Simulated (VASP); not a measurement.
Computed with vdW-DF2, VASP's PBE PAW potentials (set 64) (plane waves; VASP).

A VASP calculation is set up with these files.

**POSCAR**
```
CaO
1
    0.0000000000     2.4440814451     2.4440814451
    2.4440814451     0.0000000000     2.4440814451
    2.4440814451     2.4440814451     0.0000000000
Ca O
1 1
Direct
  0.0000000000   0.0000000000   0.0000000000
  0.5000000000   0.5000000000   0.5000000000
```

KPOINTS:
```
Automatic
0
gamma
9 9 9
0 0 0
```

**INCAR**
```
# general
SYSTEM   = CaO
PREC     = Accurate
ENCUT    = 520   # plane-wave cut-off (eV)
LREAL    = F
LASPH    = T

# electronic loop
EDIFF    = 1E-7
NELM     = 100   # most electronic steps
ALGO     = Normal   # blocked Davidson

# smearing
ISMEAR   = 0
SIGMA    = 0.05   # width (eV)

# functional
GGA      = ML
LUSE_VDW = T
AGGAC    = 0.0
ZAB_VDW  = -1.8867

# ions
ISIF     = 2   # forces and stress, cell fixed

# output
LWAVE    = F
LCHARG   = F
```

POTCAR, in this order: Ca_sv O (PBE.64 set). Program: vasp_std.

Problem. What does the run give for the energy per atom (σ→0)?

Solution. 
| Property | Value |
|---|---|
| energy per atom (σ→0) | -4.598 eV/atom |

### OSZICAR
```
...
DAV:  10    -0.919574709190E+01   -0.57658E-03   -0.37740E-03   900   0.599E-01    0.583E-02
DAV:  11    -0.919585306795E+01   -0.10598E-03   -0.18134E-03   900   0.340E-01    0.752E-02
DAV:  12    -0.919574550582E+01    0.10756E-03   -0.51478E-04  1008   0.202E-01    0.597E-03
DAV:  13    -0.919574302274E+01    0.24831E-05   -0.16392E-05   972   0.450E-02    0.165E-03
DAV:  14    -0.919574198379E+01    0.10390E-05   -0.20738E-06   924   0.150E-02    0.125E-03
DAV:  15    -0.919574163693E+01    0.34686E-06   -0.30566E-07   904   0.581E-03    0.501E-04
DAV:  16    -0.919574168049E+01   -0.43561E-07   -0.17661E-08   648   0.150E-03
   1 F= -.91957417E+01 E0= -.91957417E+01  d E =-.349553E-14
```

The compound is CaO in the rock salt structure. It was relaxed first.
